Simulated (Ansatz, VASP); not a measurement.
## BaZrO3: VASP beside Ansatz

One calculation is typed for both programs; each brings its own data sets. How far apart do they land? The two relaxations start from unlike cells of this crystal (the structure described is Ansatz's start), so only their ends are compared.

Program: Ansatz 0.2.0. Level of theory: plane waves, with VASP 6.6.1 beside it; relaxation of cell and atoms at PBE, spin-orbit coupling. Results are calculated unless marked as measured.

## Step 1: Set-up

Symmetry: Pm-3m, No. 221, cubic system. The conventional cell has a = 4.191 Å, b = 4.191 Å, c = 4.191 Å, α = 90.00°, β = 90.00°, γ = 90.00°. Ba has 12 O at 2.96 Å nearest. Nearest to Zr lie 6 O at 2.10 Å. Nearest to O lie 2 Zr at 2.10 Å and 4 Ba at 2.96 Å. Farther neighbours and most contacts between anions are not listed.

Coordinates:

```cif
data_structure
_symmetry_space_group_name_H-M 'Pm-3m'
_symmetry_Int_Tables_number 221
_cell_length_a 4.1913
_cell_length_b 4.1913
_cell_length_c 4.1913
_cell_angle_alpha 90.000
_cell_angle_beta 90.000
_cell_angle_gamma 90.000
_cell_volume 73.63
loop_
_atom_site_label
_atom_site_type_symbol
_atom_site_symmetry_multiplicity
_atom_site_Wyckoff_symbol
_atom_site_fract_x
_atom_site_fract_y
_atom_site_fract_z
_atom_site_occupancy
Ba1 Ba 1 a 0.00000 0.00000 0.00000 1
Zr1 Zr 1 b 0.50000 0.50000 0.50000 1
O1 O 3 c 0.50000 0.50000 0.00000 1
```

## Step 2: VASP: relaxation of cell and atoms, PBE, spin-orbit coupling

The relaxed volume is the usual yardstick between codes: in a stiff, nearly cubic crystal its relative difference is about their pressure difference at one cell divided by the bulk modulus.

Lines of VASP's logs that name or quote its potential files are left out, and so is its time.

The input, INCAR:

```
SYSTEM = BaZrO3
PREC = Accurate
ENCUT = 600
EDIFF = 1E-07
NELM = 200
ISMEAR = -1
SIGMA = 0.05
LREAL = .FALSE.
ALGO = Normal
GGA = PE
LNONCOLLINEAR = .TRUE.
MAGMOM = 0 0 0 0 0 0 0 0 0 0 0 0 0 0 0
NBANDS = 52
GGA_COMPAT = .FALSE.
LASPH = .TRUE.
LSORBIT = .TRUE.
LMAXMIX = 4
LORBIT = 11
LWAVE = .FALSE.
LCHARG = .FALSE.
ISIF = 3
IBRION = 2
NSW = 80
EDIFFG = -0.005
NELMIN = 4
EFERMI = MIDGAP
KPAR = 2
```

The input, POSCAR:

```
BaZrO3
1.0
    4.2350961310      0.0000000000      0.0000000000
    0.0000000000      4.2350961310      0.0000000000
    0.0000000000      0.0000000000      4.2350961310
Ba Zr O
1 1 3
Direct
    0.0000000000      0.0000000000      0.0000000000
    0.5000000000      0.5000000000      0.5000000000
    0.5000000000      0.5000000000      0.0000000000
    0.5000000000      0.0000000000      0.5000000000
    0.0000000000      0.5000000000      0.5000000000
```

The input, KPOINTS:

```
Automatic mesh
0
Gamma
6 6 6
0 0 0
```

Potentials, in the order of the species: Ba_sv, Zr_sv and O (PBE family, release 64).

On the command line:

```sh
> mpirun -np 2 vasp_ncl
```

Numbers of over 12 decimals in the logs are rounded to 6 here.

Log:

```text
[banner, memory and clock lines left out]
running    2 mpi-ranks, on    1 nodes
 distrk:  each k-point on    1 cores,    2 groups
 distr:  one band on    1 cores,    1 groups

 POSCAR found type information on POSCAR BaZrO
 POSCAR found :  3 types and       5 ions
 LDA part: xc-table for (Slater+PW92), standard interpolation
 POSCAR, INCAR and KPOINTS ok, starting setup
 FFT: planning ... GRIDC
 FFT: planning ... GRID_SOFT
 FFT: planning ... GRID
 WAVECAR not read
 entering main loop
       N       E                     dE             d eps       ncg     rms          rms(c)
DAV:   1     0.360808680751E+03    0.36081E+03   -0.23171E+04  2080   0.168E+03
DAV:   2    -0.197341628220E+02   -0.38054E+03   -0.36549E+03  2584   0.401E+02
DAV:   3    -0.481064635535E+02   -0.28372E+02   -0.28205E+02  2876   0.107E+02
DAV:   4    -0.495845077570E+02   -0.14780E+01   -0.14760E+01  3088   0.192E+01
DAV:   5    -0.496539526575E+02   -0.69445E-01   -0.69432E-01  2844   0.288E+00    0.285E+01
DAV:   6    -0.420211481884E+02    0.76328E+01   -0.39686E+01  2508   0.413E+01    0.125E+01
DAV:   7    -0.420130816899E+02    0.80665E-02   -0.35133E+00  2948   0.107E+01    0.752E+00
DAV:   8    -0.419925344388E+02    0.20547E-01   -0.39512E-01  2452   0.461E+00    0.722E-01
DAV:   9    -0.419899137904E+02    0.26206E-02   -0.63944E-02  2672   0.142E+00    0.518E-01
DAV:  10    -0.419917402305E+02   -0.18264E-02   -0.14549E-02  2556   0.102E+00    0.301E-01
DAV:  11    -0.419916833702E+02    0.56860E-04   -0.13076E-03  2540   0.279E-01    0.798E-02
DAV:  12    -0.419916283606E+02    0.55010E-04   -0.26166E-04  2660   0.114E-01    0.279E-02
DAV:  13    -0.419916713277E+02   -0.42967E-04   -0.10685E-04  2404   0.718E-02    0.311E-02
DAV:  14    -0.419916631530E+02    0.81747E-05   -0.42618E-05  2656   0.418E-02    0.517E-03
DAV:  15    -0.419916634845E+02   -0.33146E-06   -0.40380E-06  2844   0.127E-02    0.468E-03
DAV:  16    -0.419916633197E+02    0.16476E-06   -0.77904E-07  2504   0.684E-03    0.153E-03
DAV:  17    -0.419916633619E+02   -0.42177E-07   -0.10600E-07  1748   0.189E-03
   1 F= -.41991663E+02 E0= -.41991663E+02  d E =-.419917E+02  mag=    -0.0000     0.0000     0.0000
 curvature:   0.00 expect dE= 0.000E+00 dE for cont linesearch  0.000E+00
 trial: gam= 0.00000 g(F)=  0.000E+00 g(S)=  0.212E-04 ort = 0.000E+00 (trialstep = 0.100E+01)
 search vector abs. value=  0.212E-04
 bond charge predicted
       N       E                     dE             d eps       ncg     rms          rms(c)
DAV:   1    -0.419918043925E+02   -0.14107E-03   -0.44897E-03  2224   0.532E-01    0.127E-01
DAV:   2    -0.419916868538E+02    0.11754E-03   -0.53385E-04  2348   0.145E-01    0.476E-02
DAV:   3    -0.419916602022E+02    0.26652E-04   -0.63884E-05  2572   0.629E-02    0.131E-02
DAV:   4    -0.419916584659E+02    0.17362E-05   -0.25799E-05  2976   0.253E-02    0.990E-03
DAV:   5    -0.419916601111E+02   -0.16452E-05   -0.11504E-06  2796   0.600E-03    0.524E-03
DAV:   6    -0.419916620568E+02   -0.19456E-05   -0.14426E-06  3020   0.582E-03    0.129E-03
DAV:   7    -0.419916622724E+02   -0.21563E-06   -0.77674E-08  1536   0.150E-03    0.608E-04
DAV:   8    -0.419916624292E+02   -0.15684E-06   -0.15539E-08  1168   0.794E-04    0.191E-04
DAV:   9    -0.419916625082E+02   -0.78980E-07   -0.10201E-08  1160   0.637E-04
   2 F= -.41991663E+02 E0= -.41991663E+02  d E =0.853699E-06  mag=    -0.0000     0.0000    -0.0000
 trial-energy change:    0.000001  1 .order    0.000001   -0.000021    0.000023
 step:   0.4770(harm=  0.4770)  dis= 0.00000  next Energy=   -41.991668 (dE=-0.506E-05)
 bond charge predicted
       N       E                     dE             d eps       ncg     rms          rms(c)
DAV:   1    -0.419917081793E+02   -0.45750E-04   -0.12287E-03  2216   0.278E-01    0.663E-02
DAV:   2    -0.419916770395E+02    0.31140E-04   -0.14669E-04  2336   0.761E-02    0.249E-02
DAV:   3    -0.419916704370E+02    0.66025E-05   -0.17488E-05  2564   0.329E-02    0.685E-03
DAV:   4    -0.419916695092E+02    0.92786E-06   -0.70758E-06  2972   0.133E-02    0.519E-03
DAV:   5    -0.419916692187E+02    0.29045E-06   -0.31103E-07  2484   0.314E-03    0.275E-03
DAV:   6    -0.419916686320E+02    0.58669E-06   -0.39812E-07  2468   0.306E-03    0.657E-04
DAV:   7    -0.419916685426E+02    0.89458E-07   -0.23974E-08  1160   0.874E-04
   3 F= -.41991669E+02 E0= -.41991669E+02  d E =-.518065E-05  mag=    -0.0000     0.0000     0.0000
 curvature:  -0.24 expect dE=-0.383E-08 dE for cont linesearch -0.383E-08
 trial: gam= 0.00000 g(F)=  0.149E-65 g(S)=  0.161E-07 ort =-0.584E-06 (trialstep = 0.895E+00)
 search vector abs. value=  0.162E-07
 reached required accuracy - stopping structural energy minimisation
```

Parts of OUTCAR (step 2):

```text
ion  position               nearest neighbor table
   1  0.000  0.000  0.000-   3 2.99   4 2.99   5 2.99   4 2.99   5 2.99   3 2.99   5 2.99   5 2.99
                             3 2.99   4 2.99   4 2.99   3 2.99   2 3.67   2 3.67   2 3.67   2 3.67
   2  0.500  0.500  0.500-   3 2.12   4 2.12   5 2.12   3 2.12   4 2.12   5 2.12   1 3.67   1 3.67
                             1 3.67   1 3.67   1 3.67   1 3.67   1 3.67   1 3.67
   3  0.500  0.500  0.000-   2 2.12   2 2.12   1 2.99   1 2.99   1 2.99   1 2.99
   4  0.500  0.000  0.500-   2 2.12   2 2.12   1 2.99   1 2.99   1 2.99   1 2.99
   5  0.000  0.500  0.500-   2 2.12   2 2.12   1 2.99   1 2.99   1 2.99   1 2.99

  LATTYP: Found a simple cubic cell.
 ALAT       =     4.2350961310

 Subroutine GETGRP returns: Found 48 space group operations
 (whereof 48 operations were pure point group operations)

The static configuration has the point symmetry O_h .

 Found     20 irreducible k-points:

   k-points           NKPTS =     20   k-points in BZ     NKDIM =     20   number of bands    NBANDS=     52

   dimension x,y,z NGX =    36 NGY =   36 NGZ =   36
   dimension x,y,z NGXF=    72 NGYF=   72 NGZF=   72

   ENCUT  =  600.0 eV  44.10 Ry    6.64 a.u.   8.46  8.46  8.46*2*pi/ulx,y,z

   NELECT =      40.0000    total number of electrons

 k-points in reciprocal lattice and weights: Automatic mesh
   0.00000000  0.00000000  0.00000000       0.005
   0.16666667  0.00000000  0.00000000       0.028
   0.33333333  0.00000000  0.00000000       0.028
   0.50000000  0.00000000  0.00000000       0.014
   0.16666667  0.16666667  0.00000000       0.056
   0.33333333  0.16666667  0.00000000       0.111
   0.50000000  0.16666667  0.00000000       0.056
   0.33333333  0.33333333  0.00000000       0.056
   0.50000000  0.33333333  0.00000000       0.056
[...]
0.50000000  0.50000000  0.33333333       0.028
   0.50000000  0.50000000  0.50000000       0.005

 average (electrostatic) potential at core
       1 -33.9175       2 -78.5837       3 -69.5619       4 -69.5619       5 -69.5619

 E-fermi :   5.1202

 k-point     1 :       0.0000    0.0000    0.0000
  band No.  band energies     occupation
    ...
     36       3.2363      1.00000
     37       3.3554      1.00000
     38       3.3554      1.00000
     39       3.3554      1.00000
     40       3.3554      1.00000
     41       6.6640      0.00000
     42       6.6640      0.00000
     43       6.6640      0.00000
     44       6.6640      0.00000
     45       6.7435      0.00000
    ...

 k-point     2 :       0.1667    0.0000    0.0000
  band No.  band energies     occupation
    ...
     36       2.6985      1.00000
     37       3.1899      1.00000
     38       3.1899      1.00000
     39       3.2690      1.00000
     40       3.2690      1.00000
     41       6.7790      0.00000
     42       6.7790      0.00000
     43       7.2421      0.00000
     44       7.2421      0.00000
     45       7.2995      0.00000
    ...

 k-point     3 :       0.3333    0.0000    0.0000
  band No.  band energies     occupation
    ...
     36       2.1151      1.00000
     37       3.0737      1.00000
     38       3.0737      1.00000
     39       3.1593      1.00000
     40       3.1593      1.00000
     41       6.9870      0.00000
     42       6.9870      0.00000
     43       8.3934      0.00000
     44       8.3934      0.00000
     45       8.4566      0.00000
    ...

  Total        0.0007448      0.0007448      0.0007448     -0.0000000     -0.0000000      0.0000000
  in kB        0.0157143      0.0157143      0.0157143     -0.0000000     -0.0000000      0.0000000
  external PRESSURE =       0.0157143 kB  Pullay stress =       0.0000000 kB

  energy-cutoff  :      600.00
  volume of cell :       75.93
      direct lattice vectors                 reciprocal lattice vectors
     4.234568405  0.000000000 -0.000000000     0.236151575  0.000000000 -0.000000000
    -0.000000000  4.234568405 -0.000000000    -0.000000000  0.236151575 -0.000000000
     0.000000000  0.000000000  4.234568405     0.000000000  0.000000000  0.236151575

 POSITION                                       TOTAL-FORCE (eV/Angst)
 -----------------------------------------------------------------------------------
      0.00000      0.00000      0.00000         0.000000     -0.000000      0.000000
      2.11728      2.11728      2.11728        -0.000000      0.000000      0.000000
      2.11728      2.11728     -0.00000        -0.000000     -0.000000      0.000000
      2.11728      0.00000      2.11728         0.000000      0.000000      0.000000
      0.00000      2.11728      2.11728        -0.000000      0.000000      0.000000
 -----------------------------------------------------------------------------------
    total drift:                                0.000000      0.000000      0.000000

  FREE ENERGIE OF THE ION-ELECTRON SYSTEM (eV)
  ---------------------------------------------------
  free  energy   TOTEN  =       -41.9916685426 eV

  energy  without entropy=      -41.9916685426  energy(sigma->0) =      -41.99166854

 reached required accuracy - stopping structural energy minimisation

 Spin-Orbit-Coupling matrix elements
 Ion:    1  E_soc:     -0.3844908
 Ion:    2  E_soc:     -0.1331271
 Ion:    3  E_soc:     -0.0003214
 Ion:    4  E_soc:     -0.0003214
 Ion:    5  E_soc:     -0.0003214

 total charge
# of ion       s       p       d       tot
------------------------------------------
    1        2.000   5.630   0.255   7.885
    2        2.192   6.076   1.391   9.659
    3        1.557   3.473   0.000   5.030
    4        1.557   3.473   0.000   5.030
    5        1.557   3.473   0.000   5.030
--------------------------------------------------
tot          8.862  22.126   1.646  32.634

 magnetization (x)
# of ion       s       p       d       tot
------------------------------------------
    1       -0.000  -0.000   0.000   0.000
    2        0.000   0.000  -0.000   0.000
    3       -0.000   0.000   0.000   0.000
    4       -0.000  -0.000   0.000  -0.000
    5        0.000   0.000   0.000   0.000
--------------------------------------------------
tot          0.000   0.000   0.000   0.000

 magnetization (y)
# of ion       s       p       d       tot
------------------------------------------
    1        0.000   0.000   0.000   0.000
    2        0.000   0.000   0.000   0.000
    3        0.000  -0.000   0.000  -0.000
    4        0.000   0.000   0.000   0.000
    5        0.000   0.000   0.000   0.000
--------------------------------------------------
tot          0.000  -0.000   0.000   0.000

 magnetization (z)
# of ion       s       p       d       tot
------------------------------------------
    1       -0.000  -0.000  -0.000  -0.000
    2       -0.000   0.000   0.000   0.000
    3       -0.000   0.000   0.000   0.000
    4       -0.000  -0.000   0.000  -0.000
    5        0.000   0.000   0.000   0.000
--------------------------------------------------
tot         -0.000   0.000  -0.000  -0.000

[... 3 further parts left out ...]
```

CONTCAR:

```
BaZrO3
   1.00000000000000
     4.2345684051981980    0.0000000000000000   -0.0000000000000000
    -0.0000000000000000    4.2345684051981980   -0.0000000000000000
     0.0000000000000000    0.0000000000000000    4.2345684051981980
  Ba              Zr              O
     1     1     3
Direct
     0.0000000000000000    0.0000000000000000    0.0000000000000000
     0.5000000000000000    0.5000000000000000    0.5000000000000000
     0.5000000000000000    0.5000000000000000    0.0000000000000000
     0.5000000000000000    0.0000000000000000    0.5000000000000000
     0.0000000000000000    0.5000000000000000    0.5000000000000000
```

(Part 1 of 2 ends here.)

[Lines on the potential files, build, host, timing and source positions are cut from VASP's logs without a mark.]

[Logs are printed without paths, hosts, clocks, repeated set-up lines and the standing remarks that a program may print on its own settings, such as how far it seeks lower states.]

[Hosts, paths, dates, database ids (printed as entryN), source tags and the programs' standing remarks are cut or masked in the printed files.]
